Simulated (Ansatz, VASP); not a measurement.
# SiC (SiC (F-43m)) in two plane-wave programs

One calculation is typed for both programs; each brings its own data sets. How far apart do they land? The cell is taken from a series of runs on this material, whose earlier steps may have relaxed, scaled, displaced or heated it; both programs get it as it stands.

Main program and level: Ansatz 0.2.0; plane waves, with VASP 6.6.1 beside it; single point at PBE0.

### 1. Set-up

The structure is cubic, space group F-43m (No. 216). The conventional cell has a = 4.380 Å, b = 4.380 Å, c = 4.380 Å, α = 90.00°, β = 90.00°, γ = 90.00°. Si has 4 C at 1.90 Å nearest. Nearest to C lie 4 Si at 1.90 Å. Farther neighbours are not listed.

### 2. Ansatz: single point, PBE0

Ansatz runs on its default PAW (the set named soft_2) files.

A single point gives forces, pressure and levels at one fixed geometry, so differences don't come from the geometry; what else differs is listed under the comparison.

File input.yaml:

```yaml
crystal:
  lattice:
    - [4.37972725, 0.0, 0.0]
    - [0.0, 0.0, -4.37972725]
    - [0.0, 4.37972725, 0.0]
  atoms:
    - { symbol: Si, position: [0.0, 0.0, 0.0] }
    - { symbol: Si, position: [0.0, 0.5, 0.5] }
    - { symbol: Si, position: [0.5, 0.0, 0.5] }
    - { symbol: Si, position: [0.5, 0.5, 0.0] }
    - { symbol: C, position: [0.25, 0.25, 0.75] }
    - { symbol: C, position: [0.25, 0.75, 0.25] }
    - { symbol: C, position: [0.75, 0.25, 0.25] }
    - { symbol: C, position: [0.75, 0.75, 0.75] }
basis:
  ecutwfc: 420.0
  ecutrho_ratio: 4
  xc_grid: 2
  fft_grid_basis: typed
  precision: f64
kpoints:
  mp_grid: { grid: [2, 2, 2] }
hamiltonian:
  xc: pbe0
  pseudopotentials: { kind: paw }
scf:
  max_iter: 60
  occupations: { method: fermi_dirac, width: 0.01 }
output:
  forces: true
checkpoint:
  write: "../host.relax.run"
  compress: false
  write_wavefunctions: true
  write_every: 100000
```

Launch:

```bash
ansatz run input.yaml --threads 4 --pin off --max-ram 11304MiB --backend cpu --events-out ev --progress --plain --runs-dir out
```

Numbers of over 12 decimals in the logs are rounded to 6 here.

Log:

```text
Engine: ansatz 0.2.0, aarch64-unknown-linux-gnu
Pseudopotentials: kind: paw
Pseudopotential: Si, paw, valence charge 4, recommended cutoff 420 eV (normal), Si.paw.azcp
Pseudopotential: C, paw, valence charge 4, recommended cutoff 420 eV (normal), C.paw.azcp
Functional definition: PBE0
  parameter a = 0.25
  parameter kappa = 0.804
  parameter beta = 0.066725
  exchange = (1 - a)*pbe_x(kappa = kappa, mu = beta*pi^2/3) + a*exact_x
  correlation = pbe_c(beta = beta)
Crystal: 8 atoms, lattice volume = 84.012 Å³
Basis set: ecut = 420 eV, 1647 PW (Γ), exchange–correlation on 60×60×60 points (8 copies of the dense FFT grid, shifted against one another)
Bands: 24, of which v1, the nominal top of the filled ones, is band 16 counted from 1 (15 counted from 0)
Symmetry: 96 space group operations
Space group: F-43m (ITA 216), of the structure as read, at distance tolerance 4.4e-5 Å
k-points: 4 of 8
Non-local potential: Si, projectors of the file, l = 0: 2, l = 1: 2, l = 2: 2
Non-local potential: C, projectors of the file, l = 0: 2, l = 1: 2, l = 2: 1
PAW form: soft (Blöchl's): semilocal exchange-correlation on the pseudo side does not see the compensation charge
PAW frozen core: Si, regenerated for the run's functional, and the local potential with it (the file was generated under x = pbe(κ = 0.804, μ = 0.219515), c = pbe(β = 0.066725))
PAW frozen core: C, regenerated for the run's functional, and the local potential with it (the file was generated under x = pbe(κ = 0.804, μ = 0.219515), c = pbe(β = 0.066725))
PAW one-centre angular grid: Si, 110 points (default); XC on 64 Gauss nodes
PAW one-centre angular grid: C, 110 points (default); XC on 64 Gauss nodes
Initial density: superposition of atomic densities (neutral atoms: chi_scale 0, normalization atom), corrected by the library's trained network
Initial wavefunctions: pseudopotential atomic-orbital guess
Functional: x = pbe(κ = 0.804, μ = 0.219515), c = pbe(β = 0.066725), warm-up for x = 0.75 pbe(κ = 0.804, μ = 0.219515) + 0.25 exact, c = pbe(β = 0.066725)
SCF iter   1: F=—  HF=-3548.116606 eV  |F-HF|=—  |Δ(HF+E_count)|=         —  Δρ=2.71e-3  dr2=7.03e-3  ethr=1.77e-3  ⟨swp⟩=10.0  Hψ=521  notcnv=0
preconditioner: auto → none  [insulator: Δε(μ)=1.347 eV  Ē_g=12.064 eV  σ=0.010 eV  W_gap=1.00  n_scr=18 (ndim 8)  ℏωp=22.9 eV  f_vac=0.000  D(μ)=0.00/eV (n_scr^D=0)]
iter 2 solved again at ethr=1.14e-6 eV; its pass at ethr=2.20e-5 eV (dr2=3.65e-4 eV) is discarded
SCF iter   2: F=—  HF=-3548.115535 eV  |F-HF|=—  |Δ(HF+E_count)|=   1.07e-3  Δρ=9.00e-4  dr2=3.71e-4  ethr=1.14e-6  ⟨swp⟩=3.2  Hψ=470  notcnv=0  defer=3
SCF iter   3: F=-3548.115676 eV  HF=-3548.115596 eV  |F-HF|=7.93e-5  |Δ(HF+E_count)|=   6.16e-5  Δρ=4.01e-4  dr2=4.99e-5  ethr=1.14e-6  ⟨swp⟩=4.0  Hψ=198  notcnv=0  defer=1
SCF 1 stopped early in 3 iterations: F = -3548.115676 eV  dr2 = 4.99e-5
  greatest PAW one-centre occupation: 0.638 electrons in one spin orbital (limit 2), on the C atom at site 7 (counted from 0), in its partial waves of l = 0
Initial density: handed on by an earlier stage of this run
Initial wavefunctions: those handed on with the density
Functional: x = 0.75 pbe(κ = 0.804, μ = 0.219515) + 0.25 exact, c = pbe(β = 0.066725)
Frozen-core exchange: fock
SCF iter   1: F=—  HF=-3551.600986 eV  |F-HF|=—  |Δ(HF+E_count)|=         —  Δρ=5.80e-3  dr2=1.59e-2  ethr=1.56e-6  ⟨swp⟩=8.2  Hψ=514  notcnv=0
preconditioner: auto → none  [insulator: Δε(μ)=2.929 eV  Ē_g=14.639 eV  σ=0.010 eV  W_gap=1.00  n_scr=18 (ndim 8)  ℏωp=22.9 eV  f_vac=0.000  D(μ)=0.00/eV (n_scr^D=0)]
SCF iter   2: F=—  HF=-3551.595154 eV  |F-HF|=—  |Δ(HF+E_count)|=   5.83e-3  Δρ=2.64e-3  dr2=4.14e-3  ethr=1.56e-6  ⟨swp⟩=3.0  Hψ=276  notcnv=0
SCF iter   3: F=—  HF=-3551.606532 eV  |F-HF|=—  |Δ(HF+E_count)|=   1.14e-2  Δρ=6.69e-4  dr2=3.64e-4  ethr=1.56e-6  ⟨swp⟩=5.0  Hψ=314  notcnv=0
SCF iter   4: F=—  HF=-3551.606437 eV  |F-HF|=—  |Δ(HF+E_count)|=   9.50e-5  Δρ=1.96e-4  dr2=5.40e-5  ethr=9.61e-7  ⟨swp⟩=3.0  Hψ=216  notcnv=0
SCF iter   5: F=-3551.606643 eV  HF=-3551.606649 eV  |F-HF|=5.42e-6  |Δ(HF+E_count)|=   2.11e-4  Δρ=1.28e-4  dr2=1.19e-5  ethr=9.41e-8  ⟨swp⟩=4.8  Hψ=270  notcnv=0
SCF 2 stopped early in 5 iterations: F = -3551.606643 eV  dr2 = 1.19e-5
  greatest PAW one-centre occupation: 0.639 electrons in one spin orbital (limit 2), on the C atom at site 7 (counted from 0), in its partial waves of l = 0
hybrid outer 1: dexx = +1.473e-2 eV, tail = 3.76e-5 eV
Frozen-core exchange: fock
SCF iter   1: F=—  HF=-3551.606595 eV  |F-HF|=—  |Δ(HF+E_count)|=         —  Δρ=3.87e-5  dr2=1.29e-6  ethr=5.87e-7  ⟨swp⟩=5.0  Hψ=225  notcnv=0
preconditioner: auto → none  [insulator: Δε(μ)=2.967 eV  Ē_g=14.645 eV  σ=0.010 eV  W_gap=1.00  n_scr=18 (ndim 8)  ℏωp=22.9 eV  f_vac=0.000  D(μ)=0.00/eV (n_scr^D=0)]
SCF iter   2: F=-3551.606595 eV  HF=-3551.606595 eV  |F-HF|=3.10e-9  |Δ(HF+E_count)|=   2.86e-7  Δρ=7.85e-6  dr2=4.41e-8  ethr=3.99e-9  ⟨swp⟩=3.0  Hψ=206  notcnv=0
SCF 3 converged in 2 iterations: F = -3551.606595 eV  dr2 = 4.41e-8
  Residual-converged pass: ⟨swp⟩=3.0  Hψ=224  notcnv=0  max |occ|·‖R‖ = 5.8e-6 eV (tolerance 6.7e-6 eV)  dr2=4.62e-8  dr2_onsite=1.94e-9  max |Δocc| = 0.0e0
hybrid outer 2: dexx = +2.345e-7 eV, tail = 9.65e-8 eV, Δε = 1.99e-3 eV (about 1.76e-4 eV left of the loop's levels)
hybrid SCF converged: 2 outer / 7 inner (+3 warm-up), last move |dexx| = 2.35e-7 eV, tail = 9.65e-8 eV
Stability not checked: this state was not tested for a lower state beside it, because the functional holds exact exchange (a hybrid, or Hartree-Fock), whose exchange loop this test does not read (fock_operator; see scf.lower_state_search)
Free energy (F): -3551.606595 eV
Frozen-core exchange: fock
Harris-Foulkes:  -3551.606595 eV  (|F-HF|=3.10e-9)
Internal energy: -3551.606595 eV  (E = F + TS)
E sigma→0 (E₀):  -3551.606595 eV
Fermi energy:    9.820228 eV
--- Per-component energies (eV) ---
  E_band       = 60.391477
  E_kinetic    = 541.896915
  E_local      = -419.032997  (includes V_loc(G=0)·N_el)
  E_nonlocal   = 200.862555
  E_hartree    = 130.531222
  E_xc         = -326.595286
  E_vxc        = -339.161435  (∫ρ·V_xc dr)
  E_exx        = -73.835732  (= α·E_x^exact, valence–valence)
  E_paw        = -2471.654056  (= ΣΔE_a)
  E_vpaw       = -37.562908  (= ΣTr[D̂ρ^β])
  E_aug_tail   = 0.000045  (compensation charges beyond the density's cutoff)
  E_ewald      = -1133.484021
  E_core_change = -0.295226  (= ΣΔE_core)
  E_smearing   = -0.000000  (= −TS)
  E_closure    = -0.000015  (closes the sum)
  Σ components = -3551.606595   (vs F -3551.606595, Δ=-4.55e-13)
--- Forces (eV/Å), atoms counted from 1 ---
  atom   1  Si    -0.00000000    -0.00000000    -0.00000000
  atom   2  Si    -0.00000000    -0.00000000     0.00000000
  atom   3  Si    -0.00000000     0.00000000    -0.00000000
  atom   4  Si    -0.00000000     0.00000000    -0.00000000
  atom   5  C     -0.00000000    -0.00000000     0.00000000
  atom   6  C      0.00000000     0.00000000     0.00000000
  atom   7  C     -0.00000000     0.00000000    -0.00000000
  atom   8  C      0.00000000     0.00000000     0.00000000
  max |Σ_I F_I| component: 1.95e-21 eV/Å
--- Band table (eV) ---
  k-point 0: bands = [... 12 lower, 4.8486, 8.3369, 8.3369, 8.3369, 11.3036, 11.3036, 11.3036, 14.3959, ... 1 higher]
  k-point 1: bands = [... 12 lower, 6.2329, 6.2329, 6.2329, 6.2329, 14.1456, 14.1456, 15.3809, 15.3809, ... 1 higher]
  k-point 2: bands = [... 12 lower, 7.0478, 7.0478, 7.0478, 7.0478, 15.7150, 15.7150, 15.7150, 15.7150, ... 1 higher]
  k-point 3: bands = [... 12 lower, 7.1772, 7.1772, 7.1772, 7.1772, 15.5966, 15.5966, 15.5966, 15.5966, ... 1 higher]
  guard bands above this table: 3 of the run's 24 bands. The solve was not asked for them (output.publish_guard_bands: true or output.eigenvalues: true publishes all)
```

### 3. VASP: single point, PBE0

The same cell, functional, mesh and smearing now go to VASP, with its own data sets.

Lines of VASP's logs that name or quote its potential files are left out, and so is its time.

The run reads the wave functions of an earlier VASP run, which isn't shown here.

File INCAR:

```
SYSTEM = SiC
PREC = Accurate
ENCUT = 520
EDIFF = 1E-06
NELM = 100
ISMEAR = -1
SIGMA = 0.01
LREAL = .FALSE.
ALGO = Normal
LHFCALC = .TRUE.
AEXX = 0.25
GGA = PE
LASPH = .TRUE.
NBANDS = 24
PRECFOCK = Fast
LORBIT = 11
LWAVE = .FALSE.
LCHARG = .FALSE.
ISIF = 2
```

File POSCAR:

```
SiC
1.0
    4.3797272500      0.0000000000      0.0000000000
    0.0000000000      0.0000000000     -4.3797272500
    0.0000000000      4.3797272500      0.0000000000
Si C
4 4
Direct
    0.0000000000      0.0000000000      0.0000000000
    0.0000000000      0.5000000000      0.5000000000
    0.5000000000      0.0000000000      0.5000000000
    0.5000000000      0.5000000000      0.0000000000
    0.2500000000      0.2500000000      0.7500000000
    0.2500000000      0.7500000000      0.2500000000
    0.7500000000      0.2500000000      0.2500000000
    0.7500000000      0.7500000000      0.7500000000
```

File KPOINTS:

```
Automatic mesh
0
Gamma
2 2 2
0 0 0
```

PAW data sets: Si and C (PBE family, release 64).

Launch:

```bash
export OMP_NUM_THREADS=3
mpirun -np 1 vasp_std
```

Log:

```text
[banner, memory and clock lines left out]
running    1 mpi-ranks, on    1 nodes
 distrk:  each k-point on    1 cores,    1 groups
 distr:  one band on    1 cores,    1 groups
 Offloading initialized ...    1 GPUs detected
 POSCAR found type information on POSCAR SiC
 POSCAR found :  2 types and       8 ions
 LDA part: xc-table for (Slater+PW92), standard interpolation
 found WAVECAR, reading the header
 POSCAR, INCAR and KPOINTS ok, starting setup
 FFT: planning ... GRIDC
 FFT: planning ... GRID_SOFT
 FFT: planning ... GRID
 reading WAVECAR
 the WAVECAR file was read successfully
 initial charge from wavefunction
 entering main loop
       N       E                     dE             d eps       ncg     rms          rms(c)
DAV:   1    -0.737348332120E+02   -0.73735E+02   -0.11483E+00   192   0.662E+00    0.530E+00
DAV:   2    -0.737452971161E+02   -0.10464E-01   -0.35701E-02   216   0.105E+00    0.383E+00
DAV:   3    -0.737434004129E+02    0.18967E-02   -0.13563E-03   232   0.225E-01    0.224E+00
DAV:   4    -0.737426485267E+02    0.75189E-03   -0.32547E-04   216   0.101E-01    0.129E+00
DAV:   5    -0.737424109207E+02    0.23761E-03   -0.12399E-04   216   0.595E-02    0.731E-01
DAV:   6    -0.737423365498E+02    0.74371E-04   -0.33612E-05   224   0.323E-02    0.413E-01
DAV:   7    -0.737423122987E+02    0.24251E-04   -0.88181E-06   224   0.183E-02    0.234E-01
DAV:   8    -0.737423045734E+02    0.77252E-05   -0.25955E-06   160   0.110E-02    0.135E-01
DAV:   9    -0.737423022941E+02    0.22793E-05   -0.12625E-06   144   0.828E-03    0.760E-02
DAV:  10    -0.737423017394E+02    0.55474E-06   -0.30113E-07   144   0.416E-03
   1 F= -.73742302E+02 E0= -.73742302E+02  d E =-.844972E-12
```

OUTCAR, selected parts (step 3):

```text
ion  position               nearest neighbor table
   1  0.000  0.000  0.000-   5 1.90   6 1.90   7 1.90   8 1.90   3 3.10   4 3.10   2 3.10   2 3.10
                             3 3.10   2 3.10   4 3.10   2 3.10   3 3.10   4 3.10   3 3.10   4 3.10
   2  0.000  0.500  0.500-   5 1.90   6 1.90   7 1.90   8 1.90   3 3.10   4 3.10   1 3.10   1 3.10
                             4 3.10   1 3.10   3 3.10   1 3.10   3 3.10   4 3.10   4 3.10   3 3.10
   3  0.500  0.000  0.500-   5 1.90   6 1.90   7 1.90   8 1.90   2 3.10   4 3.10   1 3.10   1 3.10
                             4 3.10   2 3.10   4 3.10   4 3.10   1 3.10   2 3.10   1 3.10   2 3.10
   4  0.500  0.500  0.000-   5 1.90   6 1.90   7 1.90   8 1.90   2 3.10   3 3.10   1 3.10   2 3.10
                             3 3.10   1 3.10   3 3.10   3 3.10   1 3.10   2 3.10   2 3.10   1 3.10
   5  0.250  0.250  0.750-   1 1.90   2 1.90   3 1.90   4 1.90
   6  0.250  0.750  0.250-   1 1.90   2 1.90   3 1.90   4 1.90
   7  0.750  0.250  0.250-   1 1.90   2 1.90   3 1.90   4 1.90
   8  0.750  0.750  0.750-   1 1.90   2 1.90   3 1.90   4 1.90

  LATTYP: Found a simple cubic cell.
 ALAT       =     4.3797272500

 Subroutine GETGRP returns: Found 24 space group operations
 (whereof 24 operations were pure point group operations)

The static configuration has the point symmetry T_d .

 Found      4 irreducible k-points:

   k-points           NKPTS =      4   k-points in BZ     NKDIM =      8   number of bands    NBANDS=     24

   dimension x,y,z NGX =    36 NGY =   36 NGZ =   36
   dimension x,y,z NGXF=    72 NGYF=   72 NGZF=   72

   ENCUT  =  520.0 eV  38.22 Ry    6.18 a.u.   8.14  8.14  8.14*2*pi/ulx,y,z

   NELECT =      32.0000    total number of electrons

 k-points in reciprocal lattice and weights: Automatic mesh
   0.00000000  0.00000000  0.00000000       0.125
   0.50000000  0.00000000  0.00000000       0.375
   0.50000000  0.50000000  0.00000000       0.375
   0.50000000  0.50000000  0.50000000       0.125

  exchange ACFDT corr.  =         0.00000000  see jH, gK, PRB 81, 115126

 average (electrostatic) potential at core
       1 -76.5087       2 -76.5087       3 -76.5087       4 -76.5087       5 -40.6234
       6 -40.6234       7 -40.6234       8 -40.6234

 E-fermi :   7.1862

 k-point     1 :       0.0000    0.0000    0.0000
  band No.  band energies     occupation
    ...
     12       3.4442      2.00000
     13       3.4442      2.00000
     14       6.9241      2.00000
     15       6.9241      2.00000
     16       6.9241      2.00000
     17       9.9919      0.00000
     18       9.9919      0.00000
     19       9.9919      0.00000
     20      13.0683      0.00000
     21      13.0683      0.00000
    ...

 k-point     2 :       0.5000    0.0000    0.0000
  band No.  band energies     occupation
    ...
     12       3.2593      2.00000
     13       4.8233      2.00000
     14       4.8233      2.00000
     15       4.8233      2.00000
     16       4.8233      2.00000
     17      12.8157      0.00000
     18      12.8157      0.00000
     19      14.0586      0.00000
     20      14.0586      0.00000
     21      15.2182      0.00000
    ...

 k-point     3 :       0.5000    0.5000    0.0000
  band No.  band energies     occupation
    ...
     12       2.2496      2.00000
     13       5.6346      2.00000
     14       5.6346      2.00000
     15       5.6346      2.00000
     16       5.6346      2.00000
     17      14.3863      0.00000
     18      14.3863      0.00000
     19      14.3863      0.00000
     20      14.3863      0.00000
     21      17.8020      0.00000
    ...

  Total       -2.7297655     -2.7297655     -2.7297655      0.0000000     -0.0000000     -0.0000000
  in kB      -52.0588689    -52.0588689    -52.0588689      0.0000000     -0.0000000     -0.0000000
  external PRESSURE =     -52.0588689 kB  Pullay stress =       0.0000000 kB

  energy-cutoff  :      520.00
  volume of cell :       84.01
      direct lattice vectors                 reciprocal lattice vectors
     4.379727250  0.000000000  0.000000000     0.228324720 -0.000000000  0.000000000
     0.000000000  0.000000000 -4.379727250     0.000000000  0.000000000 -0.228324720
     0.000000000  4.379727250  0.000000000    -0.000000000  0.228324720  0.000000000

 POSITION                                       TOTAL-FORCE (eV/Angst)
 -----------------------------------------------------------------------------------
      0.00000      0.00000      0.00000         0.000000     -0.000000     -0.000000
      0.00000      2.18986     -2.18986         0.000000     -0.000000     -0.000000
      2.18986      2.18986      0.00000         0.000000      0.000000     -0.000000
      2.18986      0.00000     -2.18986         0.000000      0.000000     -0.000000
      1.09493      3.28480     -1.09493        -0.000000      0.000000      0.000000
      1.09493      1.09493     -3.28480         0.000000     -0.000000      0.000000
      3.28480      1.09493     -1.09493        -0.000000     -0.000000     -0.000000
      3.28480      3.28480     -3.28480        -0.000000      0.000000      0.000000
 -----------------------------------------------------------------------------------
    total drift:                               -0.000047      0.000052      0.000026

  FREE ENERGIE OF THE ION-ELECTRON SYSTEM (eV)
  ---------------------------------------------------
  free  energy   TOTEN  =       -73.7423017394 eV

  energy  without entropy=      -73.7423017394  energy(sigma->0) =      -73.74230174

 total charge
# of ion       s       p       d       tot
------------------------------------------
    1        0.709   0.978   0.000   1.687
    2        0.709   0.978   0.000   1.687
    3        0.709   0.978   0.000   1.687
    4        0.709   0.978   0.000   1.687
    5        0.829   1.711   0.000   2.541
    6        0.829   1.711   0.000   2.541
    7        0.829   1.711   0.000   2.541
    8        0.829   1.711   0.000   2.541
--------------------------------------------------
tot          6.153  10.756   0.000  16.909

[... 1 further part left out ...]
```

The run ends at a pressure of -5.21 GPa.

### 4. Side by side

Known differences besides the potentials themselves: exact exchange at q = 0 is treated differently, which shows on coarse meshes; VASP keeps PBE cores, Ansatz makes them for the functional; the cutoff is 420 eV in Ansatz and 520 eV in VASP; VASP takes a coarser grid for exact exchange (PRECFOCK = Fast). Total energies have different zeros and are not compared.

The two programs side by side:

| quantity | Ansatz | VASP | difference |
| --- | --- | --- | --- |
| gap on the k mesh (eV) | 2.967 | 3.068 | -0.101 |

A gap on the mesh is an upper bound, since the band edges may lie between its points.

### 5. Results

| Item | Value |
| --- | --- |
| difference in gap on the k mesh (single point, PBE0) | -0.10 eV |

In words: The difference in gap on the k mesh is -0.10 eV (single point, PBE0), beyond the 0.08 eV picked in this series as the mark of a large difference. What causes the difference of the single point, PBE0 pair stays open here. Such differences can come from data sets, numerical settings and the points named under the comparisons, not from the functional's error against experiment.

[Lines on the potential files, build, host, timing and source positions are cut from VASP's logs without a mark.]

[Logs are printed without paths, hosts, clocks, repeated set-up lines and the standing remarks that a program may print on its own settings, such as how far it seeks lower states.]

[Hosts, paths, dates, database ids (printed as entryN), source tags and the programs' standing remarks are cut or masked in the printed files.]
